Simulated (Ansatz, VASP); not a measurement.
# CrTeS (1T-CrSTe bilayer, AA): VASP beside Ansatz, part 2 of 2

One calculation is typed for both programs; each brings its own data sets. How far apart do they land? The structure shown is the start of the Ansatz relaxation below; VASP solves that cell, so the two are compared at the walk's first step.

VASP 6.6.1 and Ansatz 0.2.0.

So far: Set-up; Ansatz: relaxation, PBE with D3(BJ).

### Step 3. VASP: single point, PBE with D3(BJ), start cell

Level of this step: PBE with D3(BJ), spin-polarised from a ferromagnetic start; plane waves and PAW (Te, Cr_pv, S) (VASP).

The same cell, functional, mesh and smearing now go to VASP, with its own data sets.

Lines of VASP's logs that name or quote its potential files are left out, and so is its time.

File INCAR:

```
SYSTEM = CrTeS
PREC = Accurate
ENCUT = 400
EDIFF = 1E-06
NELM = 200
ISMEAR = -1
SIGMA = 0.05
LREAL = .FALSE.
ALGO = Normal
GGA = PE
IVDW = 12
NBANDS = 36
ISPIN = 2
MAGMOM = -0.11 -0.14 2.32 2.29 -0.08 -0.08
LASPH = .TRUE.
LMAXMIX = 4
LORBIT = 11
LWAVE = .FALSE.
LCHARG = .FALSE.
ISIF = 2
LDIPOL = .TRUE.
IDIPOL = 3
DIPOL = 0.5 0.5 0.502
LVHAR = .TRUE.
GGA_COMPAT = .FALSE.
NELMDL = -8
KPAR = 2
```

File POSCAR:

```
CrTeS
1.0
    3.3650000000      0.0000000000      0.0000000000
   -1.6825000000      2.9141750000      0.0000000000
    0.0000000000      0.0000000000     49.5972220000
Te Cr S
2 2 2
Direct
    0.6666667239      0.3333334477      0.4062727546
    0.6666667239      0.3333334477      0.5317558108
    0.0000000000      0.0000000000      0.4426400333
    0.0000000000      0.0000000000      0.5681230896
    0.3333334477      0.6666668954      0.4682441892
    0.3333334477      0.6666668954      0.5937272454
```

File KPOINTS:

```
Automatic mesh
0
Gamma
12 12 1
0 0 0
```

PAW data sets: Te, Cr_pv and S (PBE family, release 64).

Command:

```console
> mpirun -np 2 vasp_std
```

Numbers of over 12 decimals in the logs are rounded to 6 here.

The program printed:

```text
[banner, memory and clock lines left out]
running    2 mpi-ranks, on    1 nodes
 distrk:  each k-point on    1 cores,    2 groups
 distr:  one band on    1 cores,    1 groups

 POSCAR found type information on POSCAR TeCrS
 POSCAR found :  3 types and       6 ions
 LDA part: xc-table for (Slater+PW92), standard interpolation
 POSCAR, INCAR and KPOINTS ok, starting setup
 FFT: planning ... GRIDC
 FFT: planning ... GRID_SOFT
 FFT: planning ... GRID
 WAVECAR not read
 entering main loop
       N       E                     dE             d eps       ncg     rms          rms(c)
DAV:   1     0.302603392729E+03    0.30260E+03   -0.19222E+04  3344   0.814E+02
DAV:   2    -0.723790805112E+01   -0.30984E+03   -0.29671E+03  3464   0.234E+02
DAV:   3    -0.382734961903E+02   -0.31036E+02   -0.30241E+02  3368   0.676E+01
DAV:   4    -0.394384810154E+02   -0.11650E+01   -0.11574E+01  3644   0.141E+01
DAV:   5    -0.394714004865E+02   -0.32919E-01   -0.32910E-01  3980   0.222E+00
DAV:   6    -0.394723032022E+02   -0.90272E-03   -0.90269E-03  4200   0.332E-01
DAV:   7    -0.394723252371E+02   -0.22035E-04   -0.22035E-04  4112   0.515E-02
DAV:   8    -0.394723259065E+02   -0.66935E-06   -0.66933E-06  3800   0.873E-03    0.252E+01
DAV:   9    -0.494819350453E+02   -0.10010E+02   -0.65117E+01  3180   0.634E+01    0.430E+01
DAV:  10    -0.357710952922E+02    0.13711E+02   -0.63415E+01  3284   0.736E+01    0.145E+01
DAV:  11    -0.439782543821E+02   -0.82072E+01   -0.57867E+01  3584   0.212E+01    0.306E+01
DAV:  12    -0.397431704574E+02    0.42351E+01   -0.31089E+01  3840   0.318E+01    0.226E+01
DAV:  13    -0.339135041936E+02    0.58297E+01   -0.54379E+00  3432   0.132E+01    0.853E+00
DAV:  14    -0.338948693866E+02    0.18635E-01   -0.28739E+00  3284   0.421E+00    0.539E+00
[...]
DAV:  52    -0.353437445055E+02   -0.30720E-04   -0.68782E-07  2108   0.359E-03    0.410E-03
DAV:  53    -0.353438543571E+02   -0.10985E-03   -0.14716E-06  2344   0.460E-03    0.206E-03
DAV:  54    -0.353438983002E+02   -0.43943E-04   -0.41492E-07  2188   0.286E-03    0.111E-03
DAV:  55    -0.353439079182E+02   -0.96180E-05   -0.59624E-08  1888   0.115E-03    0.168E-03
DAV:  56    -0.353439117170E+02   -0.37988E-05   -0.23542E-08  1788   0.743E-04    0.114E-03
DAV:  57    -0.353439149108E+02   -0.31938E-05   -0.22228E-08  1888   0.571E-04    0.706E-04
DAV:  58    -0.353439167312E+02   -0.18204E-05   -0.20571E-08  1848   0.476E-04    0.250E-04
DAV:  59    -0.353439170697E+02   -0.33857E-06   -0.40126E-09  1744   0.261E-04
   1 F= -.37452623E+02 E0= -.37435306E+02  d E =-.346346E-01  mag=     2.7644
```

OUTCAR, selected parts (step 3):

```text
ion  position               nearest neighbor table
   1  0.667  0.333  0.406-   3 2.65   3 2.65   3 2.65
   2  0.667  0.333  0.532-   4 2.65   4 2.65   4 2.65
   3  0.000  0.000  0.443-   5 2.32   5 2.32   5 2.32   1 2.65   1 2.65   1 2.65
   4  0.000  0.000  0.568-   6 2.32   6 2.32   6 2.32   2 2.65   2 2.65   2 2.65
   5  0.333  0.667  0.468-   3 2.32   3 2.32   3 2.32
   6  0.333  0.667  0.594-   4 2.32   4 2.32   4 2.32

  LATTYP: Found a hexagonal cell.
 ALAT       =     3.3650000000
 C/A-ratio  =    14.7391447251

 Subroutine GETGRP returns: Found  6 space group operations
 (whereof  6 operations were pure point group operations)

The static configuration has the point symmetry C_3v.

 Found     19 irreducible k-points:

   k-points           NKPTS =     19   k-points in BZ     NKDIM =     19   number of bands    NBANDS=     36

   dimension x,y,z NGX =    24 NGY =   24 NGZ =  324
   dimension x,y,z NGXF=    48 NGYF=   48 NGZF=  648

   ENCUT  =  400.0 eV  29.40 Ry    5.42 a.u.   5.49  5.49 80.88*2*pi/ulx,y,z

   NELECT =      48.0000    total number of electrons

 k-points in reciprocal lattice and weights: Automatic mesh
   0.00000000  0.00000000  0.00000000       0.007
   0.08333333  0.00000000  0.00000000       0.042
   0.16666667  0.00000000  0.00000000       0.042
   0.25000000  0.00000000  0.00000000       0.042
   0.33333333  0.00000000  0.00000000       0.042
   0.41666667  0.00000000  0.00000000       0.042
   0.50000000  0.00000000  0.00000000       0.021
   0.08333333  0.08333333  0.00000000       0.042
   0.16666667  0.08333333  0.00000000       0.083
[...]
0.33333333  0.25000000  0.00000000       0.083
   0.33333333  0.33333333  0.00000000       0.014

 dipolmoment           0.000000      0.000000      0.044669 electrons x Angstroem

 average (electrostatic) potential at core
       1 -96.4901       2 -96.8327       3 -78.3988       4 -79.0011       5 -93.5903
       6 -93.6925

 E-fermi :  -1.9718

 spin component 1
 k-point     1 :       0.0000    0.0000    0.0000
  band No.  band energies     occupation
    ...
     20      -3.3310      1.00000
     21      -2.6929      1.00000
     22      -2.6929      1.00000
     23      -2.1401      0.96667
     24      -2.0716      0.88037
     25      -0.7745      0.00000
     26      -0.7745      0.00000
     27      -0.6964      0.00000
     28      -0.6964      0.00000
     29       1.4311      0.00000
    ...

 k-point     2 :       0.0833    0.0000    0.0000
  band No.  band energies     occupation
    ...
     20      -3.3864      1.00000
     21      -2.8639      1.00000
     22      -2.7767      1.00000
     23      -2.2894      0.99826
     24      -2.1710      0.98174
     25      -0.9683      0.00000
     26      -0.8976      0.00000
     27      -0.8016      0.00000
     28      -0.7124      0.00000
     29       0.7793      0.00000
    ...

 k-point     3 :       0.1667    0.0000    0.0000
  band No.  band energies     occupation
    ...
     20      -3.6032      1.00000
     21      -3.4973      1.00000
     22      -2.9529      1.00000
     23      -2.6300      1.00000
     24      -2.3604      0.99958
     25      -1.4131      0.00001
     26      -1.2413      0.00000
     27      -0.9611      0.00000
     28      -0.8180      0.00000
     29      -0.1381      0.00000
    ...

 k-point     4 :       0.2500    0.0000    0.0000
  band No.  band energies     occupation
    ...
     21      -3.5407      1.00000
     22      -3.0837      1.00000
     23      -2.8796      1.00000
     24      -2.5672      0.99999
     25      -2.0346      0.77833
     26      -1.6156      0.00081
     27      -1.3070      0.00000
     28      -1.1063      0.00000
     29      -0.4752      0.00000
     30      -0.0543      0.00000
    ...

 k-point     5 :       0.3333    0.0000    0.0000
  band No.  band energies     occupation
    ...
     21      -3.4288      1.00000
     22      -3.1459      1.00000
     23      -3.0882      1.00000
     24      -2.7825      1.00000
     25      -2.2446      0.99575
     26      -1.7588      0.01395
     27      -1.7194      0.00639
     28      -1.4931      0.00007
     29      -0.3289      0.00000
     30       0.1589      0.00000
    ...

 k-point     6 :       0.4167    0.0000    0.0000
  band No.  band energies     occupation
    ...
     22      -3.1919      1.00000
     23      -2.9943      1.00000
     24      -2.8592      1.00000
     25      -2.3046      0.99872
     26      -2.1999      0.98967
     27      -1.8218      0.04750
     28      -1.7355      0.00880
     29      -0.0850      0.00000
     30       0.2904      0.00000
     31       0.4699      0.00000
    ...

 Edisp (eV)   -2.10871

  Total      -0.25855    -0.25855     0.18220     0.00000     0.00000     0.00000
  in kB      -0.85173    -0.85173     0.60022     0.00000     0.00000     0.00000
  external pressure =       -0.37 kB  Pullay stress =        0.00 kB

  energy-cutoff  :      400.00
  volume of cell :      486.36
      direct lattice vectors                 reciprocal lattice vectors
     3.365000000  0.000000000  0.000000000     0.297176820  0.171575146  0.000000000
    -1.682500000  2.914175000  0.000000000     0.000000000  0.343150291  0.000000000
     0.000000000  0.000000000 49.597222000     0.000000000  0.000000000  0.020162420

 POSITION                                       TOTAL-FORCE (eV/Angst)
 -----------------------------------------------------------------------------------
      1.68250      0.97139     20.15000        -0.000000      0.000000     -0.877878
      1.68250      0.97139     26.37361        -0.000000      0.000000     -0.270454
      0.00000      0.00000     21.95372        -0.000000      0.000000      1.356522
      0.00000      0.00000     28.17733        -0.000000      0.000000      0.616293
      0.00000      1.94278     23.22361         0.000000     -0.000000     -0.384953
      0.00000      1.94278     29.44722         0.000000      0.000000     -0.439530
 -----------------------------------------------------------------------------------
    total drift:                                0.000000     -0.000790      0.000072

  FREE ENERGIE OF THE ION-ELECTRON SYSTEM (eV)
  ---------------------------------------------------
  free  energy   TOTEN  =       -37.4526230111 eV

  energy  without entropy=      -37.4179884268  energy(sigma->0) =      -37.43530572

 vacuum level on the upper side and lower side of the slab         3.496         2.672

 total charge
# of ion       s       p       d       tot
------------------------------------------
    1        1.399   1.971   0.056   3.426
    2        1.406   1.920   0.063   3.390
    3        0.304   6.302   4.201  10.807
    4        0.313   6.298   4.197  10.808
    5        1.353   2.360   0.000   3.713
    6        1.358   2.317   0.000   3.675
--------------------------------------------------
tot          6.133  21.169   8.517  35.819

 magnetization (x)
# of ion       s       p       d       tot
------------------------------------------
    1       -0.003  -0.109   0.002  -0.110
    2       -0.000  -0.032  -0.000  -0.032
    3        0.034   0.023   2.446   2.502
    4        0.002   0.002   0.400   0.404
    5       -0.004  -0.086   0.000  -0.090
    6       -0.001  -0.021   0.000  -0.022
--------------------------------------------------
tot          0.028  -0.224   2.847   2.652

[... 6 further parts left out ...]
```

The magnetic state follows from one typed start and may not be the lowest.

### Step 4. Side by side

Known differences besides the potentials themselves: VASP starts from the moments at which Ansatz ended; Ansatz cuts the interaction across the vacuum, VASP repeats the sheet with a dipole correction; the data sets hold 72 valence electrons in Ansatz (on its default PAW (the set named soft_2) files) and 48 in VASP; the cutoff is 420 eV in Ansatz and 400 eV in VASP. Total energies have different zeros and are not compared.

Forces (eV/Å; atoms numbered as in POSCAR):

```tsv
atom	Ansatz x, y, z	VASP x, y, z
Te1	0.000, 0.000, -0.879	0.000, 0.000, -0.878
Te2	0.000, 0.000, -0.950	0.000, 0.000, -0.270
Cr3	0.000, 0.000, 1.380	0.000, 0.000, 1.357
Cr4	0.000, 0.000, 1.342	0.000, 0.000, 0.616
S5	0.000, 0.000, -0.443	0.000, 0.000, -0.385
S6	0.000, 0.000, -0.451	0.000, 0.000, -0.440
```

The forces differ by 235 meV/Å r.m.s., which is 54.0 % of the r.m.s. force of 0.435 eV/Å (both taken over all components). Moments aren't recorded for both runs of this pair, so they may hold unlike magnetic states. With vacuum in the cell, a pressure given here is an average over mostly empty space and none of the material.

### Step 5. Summary of results

```json
{
 "r.m.s. force difference (single point, PBE with D3(BJ), start cell)": "54 % of the r.m.s. force"
}
```

What this shows: The r.m.s. force difference is 54 % of the r.m.s. force (single point, PBE with D3(BJ), start cell), beyond the 3 % picked in this series as the mark of a large difference. The data sets hold unlike numbers of valence electrons (72 in Ansatz and 48 in VASP), so part of the differences comes from the potentials. What causes the difference of the single point, PBE with D3(BJ), start cell pair stays open here. 1 further run of this series is not shown here. How closely two codes agree says nothing of how well the functional describes the real material.

[Lines on the potential files, build, host, timing and source positions are cut from VASP's logs without a mark.]

[Logs are printed without paths, hosts, clocks, repeated set-up lines and the standing remarks that a program may print on its own settings, such as how far it seeks lower states.]

[Hosts, paths, dates, database ids (printed as entryN), source tags and the programs' standing remarks are cut or masked in the printed files.]
